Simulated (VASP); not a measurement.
Method: r2SCAN meta-GGA, VASP's PBE PAW potentials (set 64) (plane waves; VASP).

Gaps are without spin-orbit coupling.

- volume per atom: 20.26 Å³/atom
- band gap (over mesh and band path): 2.97 eV
- smallest direct gap (over mesh and band path): 2.97 eV

Which relaxed crystal gives these values?
(A) MgZn3S4, Pm (6)
(B) Na6MgCl8, Fm-3m (225)
(C) CaO, Fm-3m (225)
(D) CdHgSe2, P-4m2 (115)

A, MgZn3S4, Pm (6)
